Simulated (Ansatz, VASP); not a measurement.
**Ga2O3 (partly crystallised Ga2O3): VASP beside Ansatz**

Aim: how closely do two programs agree when they are given the same cell, functional and k mesh? Of the first pair: The structure shown is the start of the Ansatz relaxation below; VASP solves that cell, so the two are compared at the walk's first step.

Method: plane waves, with VASP 6.6.1 beside it; single point at PBE, in Ansatz 0.2.0.

## 1. The starting structure

The cell holds 115 atoms: 46 Ga and 69 O. Cell: a = 10.729 Å, b = 10.757 Å, c = 11.008 Å, α = 88.8°, β = 88.6°, γ = 86.4°. As first built, before any earlier steps moved the atoms (in the runner's words): 115 atoms (46 Fe, 69 O) placed at random at 4.28 g/cm^3, melted at 4500 K for 20 ps at fixed volume with the Morse and Coulomb pair potential with partial charges (Pedone, Malavasi, Menziani, Cormack and Segre, J. Phys. Chem. B 110, 11780 (2006)). Quenched from 4500 K to 300 K at 10 K/ps and fixed volume, held 20 ps at zero pressure. Then Fe was replaced by Ga (the potential has no terms for the new elements, so the cell is a start for a DFT relaxation).

## 2. Ansatz: relaxation, PBE

Ansatz runs on its default PAW (the set named soft_2) files.

The two programs are compared at the cell with which this relaxation starts, whose forces are those of its first step.

Contents of input.yaml:

```yaml
crystal:
  lattice:
    - [10.72335, 0.33616, 0.13279]
    - [0.33616, 10.75129, 0.11271]
    - [0.13279, 0.11271, 11.00641]
  atoms:
    - { symbol: Ga, position: [0.60012, 0.07507, 0.09502] }
    - { symbol: Ga, position: [0.27811, 0.51501, 0.96999] }
    - { symbol: Ga, position: [0.03948, 0.04373, 0.50025] }
    - { symbol: Ga, position: [0.75984, 0.06685, 0.54973] }
    - { symbol: Ga, position: [0.07879, 0.65866, 0.74069] }
    - { symbol: Ga, position: [0.41337, 0.76686, 0.00337] }
    - { symbol: Ga, position: [0.10677, 0.38811, 0.84111] }
    - { symbol: Ga, position: [0.95022, 0.54953, 0.33619] }
    - { symbol: Ga, position: [0.90482, 0.55478, 0.0183] }
    - { symbol: Ga, position: [0.08473, 0.39911, 0.55841] }
    - { symbol: Ga, position: [0.54966, 0.49365, 0.95079] }
    - { symbol: Ga, position: [0.20318, 0.426, 0.27476] }
    - { symbol: Ga, position: [0.34344, 0.71009, 0.30176] }
    - { symbol: Ga, position: [0.7135, 0.73307, 0.91043] }
    - { symbol: Ga, position: [0.71497, 0.30161, 0.88586] }
    - { symbol: Ga, position: [0.361, 0.94381, 0.20253] }
    - { symbol: Ga, position: [0.7473, 0.38557, 0.1819] }
    - { symbol: Ga, position: [0.0824, 0.96322, 0.24685] }
    - { symbol: Ga, position: [0.80705, 0.93914, 0.31278] }
    - { symbol: Ga, position: [0.4894, 0.42965, 0.22283] }
    - { symbol: Ga, position: [0.385, 0.64259, 0.71035] }
    - { symbol: Ga, position: [0.93492, 0.18228, 0.72165] }
    - { symbol: Ga, position: [0.36728, 0.49359, 0.4699] }
    - { symbol: Ga, position: [0.87316, 0.1103, 0.04449] }
    - { symbol: Ga, position: [0.83739, 0.4995, 0.71587] }
    - { symbol: Ga, position: [0.53036, 0.86841, 0.69485] }
    - { symbol: Ga, position: [0.12606, 0.05142, 0.95438] }
    - { symbol: Ga, position: [0.42304, 0.03215, 0.91611] }
    - { symbol: Ga, position: [0.04422, 0.30921, 0.10551] }
    - { symbol: Ga, position: [0.29027, 0.82747, 0.52336] }
[... 79 atom lines left out ...]
    - { symbol: O, position: [0.4494, 0.13951, 0.43359] }
    - { symbol: O, position: [0.58023, 0.94998, 0.97886] }
    - { symbol: O, position: [0.07224, 0.30968, 0.27121] }
    - { symbol: O, position: [0.36858, 0.22892, 0.66587] }
    - { symbol: O, position: [0.76121, 0.72907, 0.07861] }
    - { symbol: O, position: [0.33313, 0.2894, 0.2493] }
kpoints:
  mp_grid: { grid: [1, 1, 1] }
hamiltonian:
  xc: pbe
scf:
  occupations: { method: fixed }
output:
  forces: true
  eigenvalues: true
  stress: true
relax:
  f_tol: 0.05
  max_steps: 70
```

The run is started by

```
$ ansatz run input.yaml --threads 4 --pin off --max-ram 8192MiB --backend cpu --events-out ev --progress --plain --runs-dir out
```

Numbers of over 12 decimals in the logs are rounded to 6 here.

The program printed:

```text
Warning: output.stress: scf.convergence.dr2_threshold = 1e-7 eV (the SCF's general default) is looser than the 1.08e-8 eV advised for a printed stress (1e-10 eV for each atom of the cell: 115, of which 108 are counted). What an SCF threshold leaves in a stress goes as its square root, and in the free energy as the threshold itself, and one threshold admits the most on a small cell: [figures from the program's tests c [...]
Engine: ansatz 0.2.0, x86_64-unknown-linux-gnu
Pseudopotentials: kind: paw
Pseudopotential: Ga, paw, valence charge 13, recommended cutoff 420 eV (normal), Ga.paw.azcp
Pseudopotential: O, paw, valence charge 6, recommended cutoff 420 eV (normal), O.paw.azcp
Functional definition: PBE
  parameter kappa = 0.804
  parameter beta = 0.066725
  exchange = pbe_x(kappa = kappa, mu = beta*pi^2/3)
  correlation = pbe_c(beta = beta)
Crystal: 115 atoms, lattice volume = 1267.368 Å³
Basis set: ecut = 420 eV, 24755 PW (Γ), exchange–correlation on 144×144×150 points (8 copies of the dense FFT grid, shifted against one another)
Bands: 621, of which v1, the nominal top of the filled ones, is band 506 counted from 1 (505 counted from 0)
Symmetry: 1 space group operations
Space group: P1 (ITA 1), of the structure as read, at distance tolerance 1.1e-4 Å
k-points: 1
Non-local potential: Ga, projectors of the file, l = 0: 2, l = 1: 2, l = 2: 3, l = 3: 1
Non-local potential: O, projectors of the file, l = 0: 2, l = 1: 2, l = 2: 1
PAW form: soft (Blöchl's): semilocal exchange-correlation on the pseudo side does not see the compensation charge
PAW one-centre angular grid: Ga, 590 points (default); XC on 64 Gauss nodes
PAW one-centre angular grid: O, 110 points (default); XC on 64 Gauss nodes
Initial density: superposition of atomic densities (neutral atoms: chi_scale 0, normalization atom), corrected by the library's trained network
Initial wavefunctions: pseudopotential atomic-orbital guess
Functional: x = pbe(κ = 0.804, μ = 0.219515), c = pbe(β = 0.066725)
SCF iter   1: F=—  HF=-213196.110506 eV  |F-HF|=—  |Δ(HF+E_count)|=         —  Δρ=2.34e-3  dr2=9.70e-2  ethr=1.77e-3  ⟨swp⟩=5.0  Hψ=1869  notcnv=0  defer=113
preconditioner: auto → Resta (q_TF=auto, 2.628 Å⁻¹)  ε∞=4.6  [insulator: Δε(μ)=1.770 eV  Ē_g=17.445 eV  n_scr=394 (ndim 8)  ℏωp=33.2 eV  f_vac=0.073  ε∞_Penn≈4.6]
SCF iter   2: F=—  HF=-213196.092962 eV  |F-HF|=—  |Δ(HF+E_count)|=   1.75e-2  Δρ=1.24e-3  dr2=2.27e-2  ethr=9.58e-6  ⟨swp⟩=2.0  Hψ=1223  notcnv=0  defer=113
SCF iter   3: F=—  HF=-213196.094998 eV  |F-HF|=—  |Δ(HF+E_count)|=   2.04e-3  Δρ=5.38e-4  dr2=6.58e-3  ethr=2.24e-6  ⟨swp⟩=3.0  Hψ=954  notcnv=0  defer=113
SCF iter   4: F=—  HF=-213196.094769 eV  |F-HF|=—  |Δ(HF+E_count)|=   2.29e-4  Δρ=1.83e-4  dr2=4.76e-4  ethr=6.50e-7  ⟨swp⟩=2.0  Hψ=961  notcnv=0  defer=113
SCF iter   5: F=—  HF=-213196.094912 eV  |F-HF|=—  |Δ(HF+E_count)|=   1.43e-4  Δρ=1.24e-4  dr2=1.77e-4  ethr=4.71e-8  ⟨swp⟩=2.0  Hψ=997  notcnv=0  defer=113
SCF iter   6: F=-213196.094940 eV  HF=-213196.094932 eV  |F-HF|=7.59e-6  |Δ(HF+E_count)|=   2.01e-5  Δρ=2.80e-5  dr2=1.22e-5  ethr=6.18e-9  ⟨swp⟩=11.0  Hψ=3405  notcnv=0
SCF 1 converged in 6 iterations: F = -213196.094940 eV  dr2 = 1.22e-5
  greatest PAW one-centre occupation: 0.998 electrons in one spin orbital (limit 2), on the Ga atom at site 26 (counted from 0), in its partial waves of l = 2
relax step   1: F+E_penalty+E_count = -213196.09493983 eV  Δ(F+E_penalty+E_count) = +0.000e0 eV  max|allowed force component| = 3.555e-1 eV/Å  Δτ_max = 0.0000 Å  (6 SCF iters, dr2 threshold 6.25e-5 eV, accepted)
Initial density: handed on by an earlier stage of this run
Initial wavefunctions: those handed on with the density
iter 1 solved again at ethr=6.31e-6 eV; its pass at ethr=3.10e-3 eV (dr2=6.39e-2 eV) is discarded
SCF iter   1: F=—  HF=-213196.231718 eV  |F-HF|=—  |Δ(HF+E_count)|=         —  Δρ=3.99e-3  dr2=6.57e-2  ethr=6.31e-6  ⟨swp⟩=2.0  Hψ=1521  notcnv=0  defer=112
[...]
- { symbol: Ga, position: [0.898952, 0.553773, 0.018337] }
    - { symbol: Ga, position: [0.085372, 0.395283, 0.557240] }
    - { symbol: Ga, position: [0.552356, 0.496227, 0.949712] }
    - { symbol: Ga, position: [0.202531, 0.428569, 0.274506] }
    - { symbol: Ga, position: [0.344934, 0.710518, 0.300519] }
    - { symbol: Ga, position: [0.717510, 0.736125, 0.907885] }
    - { symbol: Ga, position: [0.719592, 0.303710, 0.886074] }
    - { symbol: Ga, position: [0.360753, 0.947124, 0.202835] }
    - { symbol: Ga, position: [0.747537, 0.384481, 0.183815] }
    - { symbol: Ga, position: [0.084018, 0.957194, 0.252080] }
    - { symbol: Ga, position: [0.811008, 0.942055, 0.314097] }
    - { symbol: Ga, position: [0.487823, 0.426064, 0.222309] }
    - { symbol: Ga, position: [0.387017, 0.642847, 0.707424] }
    - { symbol: Ga, position: [0.935180, 0.182369, 0.722252] }
    - { symbol: Ga, position: [0.367729, 0.493482, 0.468309] }
    - { symbol: Ga, position: [0.875920, 0.107710, 0.046716] }
    - { symbol: Ga, position: [0.837548, 0.503359, 0.710155] }
    - { symbol: Ga, position: [0.530483, 0.868851, 0.693364] }
    - { symbol: Ga, position: [0.130689, 0.045816, 0.959253] }
    - { symbol: Ga, position: [0.423112, 0.034036, 0.914879] }
    - { symbol: Ga, position: [0.044008, 0.309803, 0.107390] }
    - { symbol: Ga, position: [0.289433, 0.827486, 0.522009] }
    - { symbol: Ga, position: [0.958026, 0.926713, 0.787484] }
    - { symbol: Ga, position: [0.691607, 0.994252, 0.849110] }
[...]
- { symbol: Ga, position: [0.222250, 0.132428, 0.666779] }
    - { symbol: Ga, position: [0.589678, 0.216772, 0.361175] }
    - { symbol: Ga, position: [0.932527, 0.254466, 0.368521] }
    - { symbol: Ga, position: [0.134334, 0.688918, 0.141157] }
    - { symbol: Ga, position: [0.496412, 0.129010, 0.604736] }
    - { symbol: Ga, position: [0.283274, 0.173896, 0.366519] }
    - { symbol: Ga, position: [0.553976, 0.941575, 0.385457] }
    - { symbol: Ga, position: [0.638114, 0.704931, 0.201061] }
    - { symbol: O, position: [0.105335, 0.583749, 0.276526] }
    - { symbol: O, position: [0.626019, 0.531511, 0.222818] }
    - { symbol: O, position: [0.010444, 0.519328, 0.666276] }
    - { symbol: O, position: [0.308294, 0.964555, 0.627670] }
    - { symbol: O, position: [0.107919, 0.883874, 0.874089] }
    - { symbol: O, position: [0.972374, 0.121050, 0.892845] }
    - { symbol: O, position: [0.330117, 0.934629, 0.035578] }
    - { symbol: O, position: [0.190382, 0.426323, 0.096451] }
    - { symbol: O, position: [0.902558, 0.178010, 0.540923] }
    - { symbol: O, position: [0.889926, 0.660841, 0.450643] }
    - { symbol: O, position: [0.882641, 0.496827, 0.188216] }
    - { symbol: O, position: [0.963105, 0.781245, 0.688616] }
    - { symbol: O, position: [0.843246, 0.888620, 0.918759] }
    - { symbol: O, position: [0.406140, 0.550749, 0.849179] }
    - { symbol: O, position: [0.586755, 0.969591, 0.556826] }
    - { symbol: O, position: [0.880146, 0.248508, 0.142460] }
    - { symbol: O, position: [0.641169, 0.220551, 0.568892] }
    - { symbol: O, position: [0.111982, 0.875652, 0.471471] }
    - { symbol: O, position: [0.861782, 0.931667, 0.490062] }
    - { symbol: O, position: [0.955005, 0.409877, 0.451795] }
    - { symbol: O, position: [0.383461, 0.486752, 0.634939] }
    - { symbol: O, position: [0.023093, 0.987156, 0.087373] }
    - { symbol: O, position: [0.055334, 0.040333, 0.677754] }
    - { symbol: O, position: [0.225964, 0.731380, 0.687831] }
[...]
- { symbol: O, position: [0.096749, 0.285535, 0.702606] }
    - { symbol: O, position: [0.676363, 0.821604, 0.320273] }
    - { symbol: O, position: [0.445009, 0.141051, 0.434015] }
    - { symbol: O, position: [0.579638, 0.950029, 0.981095] }
    - { symbol: O, position: [0.077797, 0.303702, 0.274164] }
    - { symbol: O, position: [0.365454, 0.231631, 0.665400] }
    - { symbol: O, position: [0.764712, 0.721984, 0.079429] }
    - { symbol: O, position: [0.336925, 0.291777, 0.246291] }
```

## 3. VASP: single point, PBE, start cell, pair 1

The same cell, functional and mesh now go to VASP, with its own data sets.

Lines of VASP's logs that name or quote its potential files are left out, and so is its time.

Contents of INCAR:

```
SYSTEM = Ga2O3
PREC = Accurate
ENCUT = 520
EDIFF = 1E-06
NELM = 120
ISMEAR = 0
SIGMA = 0.01
LREAL = Auto
ALGO = Normal
GGA = PE
NBANDS = 592
LORBIT = 11
LWAVE = .FALSE.
LCHARG = .FALSE.
ISIF = 2
LASPH = .TRUE.
GGA_COMPAT = .FALSE.
EFERMI = MIDGAP
NCORE = 4
```

Contents of POSCAR:

```
Ga2O3
1.0
   10.7233500000      0.3361600000      0.1327900000
    0.3361600000     10.7512900000      0.1127100000
    0.1327900000      0.1127100000     11.0064100000
Ga O
46 69
Direct
    0.6001247745      0.0750656107      0.0950217906
    0.2781099467      0.5150063691      0.9699914334
    0.0394813319      0.0437291772      0.5002474520
    0.7598399075      0.0668489102      0.5497311401
    0.0787934319      0.6586586374      0.7406865277
    0.4133656103      0.7668627060      0.0033685902
    0.1067708783      0.3881121834      0.8411078427
    0.9502185478      0.5495323977      0.3361934257
    0.9048176082      0.5547775094      0.0183002720
    0.0847294194      0.3991129641      0.5584077604
    0.5496602956      0.4936489285      0.9507888075
    0.2031838256      0.4259981539      0.2747585242
    0.3434399937      0.7100857836      0.3017569611
    0.7134968058      0.7330689350      0.9104267931
    0.7149702935      0.3016112520      0.8858623739
    0.3610004337      0.9438141261      0.2025261154
    0.7472973857      0.3855710454      0.1819038785
    0.0824019169      0.9632218747      0.2468464388
    0.8070486577      0.9391383845      0.3127797094
    0.4893974021      0.4296478565      0.2228326320
    0.3849970055      0.6425940874      0.7103541907
    0.9349219616      0.1822831629      0.7216527985
    0.3672803367      0.4935940505      0.4698985281
    0.8731612136      0.1102996188      0.0444941677
    0.8373899644      0.4995044148      0.7158740992
    0.5303573206      0.8684072911      0.6948492438
    0.1260596884      0.0514222890      0.9543770156
    0.4230434134      0.0321482148      0.9161116695
    0.0442160534      0.3092135357      0.1055091617
    0.2902676918      0.8274668383      0.5233578947
[... 79 atom lines left out ...]
    0.4493953861      0.1395145143      0.4335927978
    0.5802264181      0.9499811946      0.9788640759
    0.0722428091      0.3096788612      0.2712058676
    0.3685813073      0.2289164676      0.6658715161
    0.7612058285      0.7290708918      0.0786129081
    0.3331338111      0.2893991934      0.2493042671
```

Contents of KPOINTS:

```
Automatic mesh
0
Gamma
1 1 1
0 0 0
```

PAW data sets: Ga_d and O (PBE family, release 64).

The run is started by

```
$ mpirun -np 16 vasp_gam
```

The program printed:

```text
[banner, memory and clock lines left out]
running   16 mpi-ranks, on    1 nodes
[...]
LDA part: xc-table for (Slater+PW92), standard interpolation
 POSCAR, INCAR and KPOINTS ok, starting setup
[...]
entering main loop
       N       E                     dE             d eps       ncg     rms          rms(c)
DAV:   1     0.298437851382E+05    0.29844E+05   -0.34769E+05  1184   0.361E+03
DAV:   2     0.706885994790E+04   -0.22775E+05   -0.21690E+05  1184   0.105E+03
DAV:   3     0.309590900875E+03   -0.67593E+04   -0.63580E+04  1512   0.391E+02
DAV:   4    -0.681363349363E+03   -0.99095E+03   -0.96576E+03  1368   0.156E+02
[...]
DAV:  21    -0.670834413939E+03    0.18532E-06   -0.12153E-05  1616   0.297E-02    0.404E-03
DAV:  22    -0.670834415258E+03   -0.13183E-05   -0.15877E-05  1216   0.102E-02    0.325E-03
DAV:  23    -0.670834415169E+03    0.88214E-07   -0.15571E-06   752   0.877E-03
   1 F= -.67083442E+03 E0= -.67083442E+03  d E =0.000000E+00
```

OUTCAR, selected parts (step 3):

```text
  Total       49.1382021     48.2812813     50.6295096     -0.0691646      1.5444251     -0.4203918
  in kB       62.1193888     61.0360892     64.0046656     -0.0874363      1.9524268     -0.5314497
  external PRESSURE =      62.3867145 kB  Pullay stress =       0.0000000 kB

 POSITION                                       TOTAL-FORCE (eV/Angst)
 -----------------------------------------------------------------------------------
      6.47320      1.01950      1.13400         0.096323      0.288239      0.124122
      3.28420      5.73980     10.77110        -0.046555     -0.012154      0.031758
      0.50450      0.53980      5.51610        -0.010025     -0.078801      0.007190
      8.24350      1.03610      6.15900        -0.089433     -0.044047      0.087555
      1.16470      7.19140      8.23700        -0.075667      0.061078      0.057346
[...]
1.56960      9.52180      5.34550         0.184420     -0.065187     -0.116998
      9.61180     10.34930      5.56440        -0.023230     -0.012410      0.100245
     10.45700      4.79140      5.14800        -0.209046      0.056045      0.061076
      4.32810      5.44370      7.11130        -0.024031     -0.107182     -0.030333
      0.57720     10.68500      1.04070        -0.010142     -0.077118      0.014655
      0.69980      0.56460      7.46690         0.147362     -0.169363      0.084650
      2.75730      8.01190      7.70410        -0.061617      0.023474     -0.136188
      4.71360      9.08200      9.33220         0.176320     -0.067164     -0.014142
[...]
-----------------------------------------------------------------------------------
    total drift:                               -0.001039      0.018511     -0.000286

  FREE ENERGIE OF THE ION-ELECTRON SYSTEM (eV)
  ---------------------------------------------------
  free  energy   TOTEN  =      -670.8344151694 eV

  energy  without entropy=     -670.8344151694  energy(sigma->0) =     -670.83441517

[... 3 further parts left out ...]
[key lines of the parts left out:]
E-fermi :   4.5674
```

The run ends at a pressure of 6.24 GPa, with forces up to 0.44 eV/Å.

## 4. Comparison

Known differences besides the potentials themselves: fixed occupations in Ansatz, narrow Gaussian smearing in VASP; the cutoff is 420 eV in Ansatz and 520 eV in VASP (PREC = Accurate, projectors in real space). Total energies have different zeros and are not compared.

Forces on 9 of the 115 atoms, those with the largest forces and the largest differences (eV/Å; atoms numbered as in POSCAR):

```csv
atom,"Ansatz x, y, z","VASP x, y, z"
Ga1,"0.102, 0.243, 0.079","0.096, 0.288, 0.124"
Ga36,"0.070, 0.013, 0.021","0.101, 0.065, 0.064"
Ga37,"0.104, -0.076, 0.045","0.068, -0.129, 0.022"
O51,"-0.066, -0.223, 0.230","-0.056, -0.260, 0.249"
O74,"0.000, -0.183, -0.277","0.001, -0.232, -0.324"
O78,"0.123, -0.281, 0.124","0.142, -0.328, 0.150"
O80,"-0.184, 0.279, -0.004","-0.200, 0.288, -0.008"
O99,"0.125, -0.075, -0.351","0.136, -0.080, -0.382"
O111,"-0.020, -0.355, 0.099","-0.017, -0.432, 0.103"
```

The forces differ by 19 meV/Å r.m.s., which is 17.6 % of the r.m.s. force of 0.106 eV/Å (both taken over all components).

## 5. Ansatz: relaxation, PBE

This run makes the geometry at which the two programs are then compared.

The structure compared here is the end of the Ansatz relaxation.

input.yaml is that of step 2.

The run is started by

```
$ ansatz run input.yaml --threads 4 --pin off --max-ram 8192MiB --backend cpu --events-out ev --progress --plain --runs-dir out
```

The program printed:

```text
[...]
Crystal: 115 atoms, lattice volume = 1267.368 Å³
Basis set: ecut = 420 eV, 24755 PW (Γ), exchange–correlation on 144×144×150 points (8 copies of the dense FFT grid, shifted against one another)
Bands: 621, of which v1, the nominal top of the filled ones, is band 506 counted from 1 (505 counted from 0)
Symmetry: 1 space group operations
[...]
k-points: 1
[...]
- { symbol: O, position: [0.626019, 0.531511, 0.222818] }
    - { symbol: O, position: [0.010444, 0.519328, 0.666276] }
    - { symbol: O, position: [0.308294, 0.964555, 0.627670] }
    - { symbol: O, position: [0.107919, 0.883874, 0.874089] }
    - { symbol: O, position: [0.972374, 0.121050, 0.892845] }
    - { symbol: O, position: [0.330117, 0.934629, 0.035578] }
    - { symbol: O, position: [0.190382, 0.426323, 0.096451] }
[...]
- { symbol: O, position: [0.077797, 0.303702, 0.274164] }
    - { symbol: O, position: [0.365454, 0.231631, 0.665400] }
    - { symbol: O, position: [0.764712, 0.721984, 0.079429] }
    - { symbol: O, position: [0.336925, 0.291777, 0.246291] }
```

(Continued in part 2 of 2.)

[Lines on the potential files, build, host, timing and source positions are cut from VASP's logs without a mark.]

[Logs are printed without paths, hosts, clocks, repeated set-up lines and the standing remarks that a program may print on its own settings, such as how far it seeks lower states.]

[Hosts, paths, dates, database ids (printed as entryN), source tags and the programs' standing remarks are cut or masked in the printed files.]
